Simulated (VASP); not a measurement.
Calculation: PBEsol GGA, VASP's PBE PAW potentials (set 64) (plane waves; VASP 6.6.1).

VASP ran on this input.

**KPOINTS**
```
Automatic mesh
0
Gamma
11 11 11
0 0 0
```

### INCAR
```
NELM=100
ISIF=3
ISMEAR=1   ! Methfessel-Paxton
SYSTEM=InBi
GGA=PS
NSW=40   ! most ionic steps
LWAVE=F
EDIFFG=-0.02   ! ionic stop
ALGO=Normal
PSTRESS=300   ! kbar
PREC=Accurate
IBRION=2   ! conjugate gradients
SIGMA=0.1   ! width (eV)
LMAXMIX=4   ! l cut-off of mixed one-centre charges
LREAL=F   ! projection in real space or not
LCHARG=F
EDIFF=1E-6   ! SCF stop (eV)
ENCUT=500
LASPH=T   ! aspherical one-centre terms
```

File POSCAR:
```
InBi
1
   -0.0000000000     2.9832377695     2.9832377695
    2.9832377695     0.0000000000     2.9832377695
    2.9832377695     2.9832377695    -0.0000000000
In Bi
1 1
Direct
  0.0000000000   0.0000000000   0.0000000000
  0.2500000000   0.2500000000   0.2500000000
```

POTCAR, in this order: In_d Bi_d (PBE.64 set). Program: vasp_std.

Output

File OUTCAR:
```
 ion  position               nearest neighbor table
   1  0.000  0.000  0.000-   2 2.58   2 2.58   2 2.58   2 2.58
   2  0.250  0.250  0.250-   1 2.58   1 2.58   1 2.58   1 2.58
  LATTYP: Found a face centered cubic cell.
 ALAT       =     5.9664755390
 Subroutine PRICEL returns:
 Original cell was already a primitive cell.
 Subroutine GETGRP returns: Found 24 space group operations
The static configuration has the point symmetry T_d .
The dynamic configuration has the point symmetry T_d .
 Subroutine INISYM returns: Found 24 space group operations
 Subroutine IBZKPT returns following result:
 Found     56 irreducible k-points:

 Following reciprocal coordinates:
            Coordinates               Weight
  0.000000  0.000000  0.000000      1.000000
  0.090909  0.000000  0.000000      8.000000
  0.181818  0.000000  0.000000      8.000000
  0.272727  0.000000  0.000000      8.000000
  0.363636  0.000000  0.000000      8.000000
  0.454545  0.000000  0.000000      8.000000
  0.090909  0.090909  0.000000      6.000000
  0.181818  0.090909  0.000000     24.000000
  0.272727  0.090909  0.000000     24.000000
  0.363636  0.090909  0.000000     24.000000
  0.454545  0.090909  0.000000     24.000000
 -0.454545  0.090909  0.000000     24.000000
 -0.363636  0.090909  0.000000     24.000000
 -0.272727  0.090909  0.000000     24.000000
 -0.181818  0.090909  0.000000     24.000000
 -0.090909  0.090909  0.000000     12.000000
  0.181818  0.181818  0.000000      6.000000
  0.272727  0.181818  0.000000     24.000000
  0.363636  0.181818  0.000000     24.000000
  0.454545  0.181818  0.000000     24.000000
 -0.454545  0.181818  0.000000     24.000000
 -0.363636  0.181818  0.000000     24.000000
 -0.272727  0.181818  0.000000     24.000000
 -0.181818  0.181818  0.000000     12.000000
  0.272727  0.272727  0.000000      6.000000
  0.363636  0.272727  0.000000     24.000000
  0.454545  0.272727  0.000000     24.000000
 -0.454545  0.272727  0.000000     24.000000
 -0.363636  0.272727  0.000000     24.000000
 -0.272727  0.272727  0.000000     12.000000
  0.363636  0.363636  0.000000      6.000000
  0.454545  0.363636  0.000000     24.000000
 -0.454545  0.363636  0.000000     24.000000
 -0.363636  0.363636  0.000000     12.000000
  0.454545  0.454545  0.000000      6.000000
 -0.454545  0.454545  0.000000     12.000000
  0.272727  0.181818  0.090909     24.000000
  0.363636  0.181818  0.090909     48.000000
  0.454545  0.181818  0.090909     48.000000
 -0.454545  0.181818  0.090909     48.000000
   k-points           NKPTS =     56   k-points in BZ     NKDIM =     56   number of bands    NBANDS=     18
   number of dos      NEDOS =    301   number of ions     NIONS =      2
   total plane-waves  NPLWV =  32768
   dimension x,y,z NGX =    32 NGY =   32 NGZ =   32
   dimension x,y,z NGXF=    64 NGYF=   64 NGZF=   64
   ions per type =               1   1
   PREC   = accura    normal or accurate (medium, high low for compatibility)
   ISTART =      0    job   : 0-new  1-cont  2-samecut
   ICHARG =      2    charge: 1-file 2-atom 10-const
   ISPIN  =      1    spin polarized calculation?
   LNONCOLLINEAR =      F non collinear calculations
   LSORBIT =      F    spin-orbit coupling
   INIWAV =      1    electr: 0-lowe 1-rand  2-diag
   ENCUT  =  500.0 eV  36.75 Ry    6.06 a.u.   7.69  7.69  7.69*2*pi/ulx,y,z
   NELM   =    100;   NELMIN=  2; NELMDL= -5     # of ELM steps
   EDIFF  = 0.1E-05   stopping-criterion for ELM
   LREAL  =      F    real-space projection
   NLSPLINE    = F    spline interpolate recip. space projectors
   LMAXMIX     =    4 max onsite mixed and CHGCAR
...
```

### OSZICAR
```
       N       E                     dE             d eps       ncg     rms          rms(c)
DAV:   1     0.251444312780E+03    0.25144E+03   -0.14772E+04  2018   0.203E+03
DAV:   2     0.133725793516E+02   -0.23807E+03   -0.23530E+03  2018   0.450E+02
DAV:   3    -0.524331460568E+01   -0.18616E+02   -0.18524E+02  2414   0.151E+02
DAV:   4    -0.584116760764E+01   -0.59785E+00   -0.59754E+00  2416   0.284E+01
DAV:   5    -0.587526610890E+01   -0.34099E-01   -0.34097E-01  2854   0.585E+00    0.583E+00
DAV:   6    -0.571815523605E+01    0.15711E+00   -0.17042E-01  2566   0.897E+00    0.303E+00
DAV:   7    -0.566391372623E+01    0.54242E-01   -0.11877E-01  3064   0.516E+00    0.440E-01
DAV:   8    -0.566309760395E+01    0.81612E-03   -0.14035E-02  2872   0.183E+00    0.201E-01
DAV:   9    -0.566334529261E+01   -0.24769E-03   -0.77629E-04  2750   0.293E-01    0.628E-02
DAV:  10    -0.566333285043E+01    0.12442E-04   -0.47558E-05  2600   0.939E-02    0.250E-02
DAV:  11    -0.566333409796E+01   -0.12475E-05   -0.19326E-05  2206   0.528E-02    0.135E-02
DAV:  12    -0.566333374217E+01    0.35580E-06   -0.12806E-06  1524   0.155E-02
   1 F= 0.42793649E+01 E0= 0.42793706E+01  d E =0.427936E+01
```

File OUTCAR:
```
------------------------ aborting loop because EDIFF is reached ----------------------------------------
  FORCE on cell =-STRESS in cart. coord.  units (eV):
  Direction    XX          YY          ZZ          XY          YZ          ZX
  --------------------------------------------------------------------------------------
  Total        9.9724231      9.9724231      9.9724231      0.0000000      0.0000000     -0.0000000
  in kB      300.8968730    300.8968730    300.8968730      0.0000000      0.0000000     -0.0000000
  external PRESSURE =       0.8968730 kB  Pullay stress =     300.0000000 kB
  volume of cell :       53.10
      direct lattice vectors                 reciprocal lattice vectors
     0.000000000  2.983237770  2.983237770    -0.167603134  0.167603134  0.167603134
     2.983237770  0.000000000  2.983237770     0.167603134 -0.167603134  0.167603134
     2.983237770  2.983237770  0.000000000     0.167603134  0.167603134 -0.167603134
 POSITION                                       TOTAL-FORCE (eV/Angst)
 -----------------------------------------------------------------------------------
      0.00000      0.00000      0.00000        -0.000000     -0.000000     -0.000000
      1.49162      1.49162      1.49162         0.000000      0.000000      0.000000
 -----------------------------------------------------------------------------------
    total drift:                                0.000000      0.000000      0.000000
  FREE ENERGIE OF THE ION-ELECTRON SYSTEM (eV)
  ---------------------------------------------------
  free  energy   TOTEN  =        -5.6633337422 eV

  energy  without entropy=       -5.6633163822  energy(sigma->0) =       -5.66332796
  enthalpy is  TOTEN    =         4.2793648547 eV   P V=        9.9426985968

 reached required accuracy - stopping structural energy minimisation
```
(Selected blocks of OUTCAR.)

The structure was generated: InBi was put into the zinc blende type (F-43m), which need not be its known phase. It was relaxed first under an external pressure of 30 GPa.
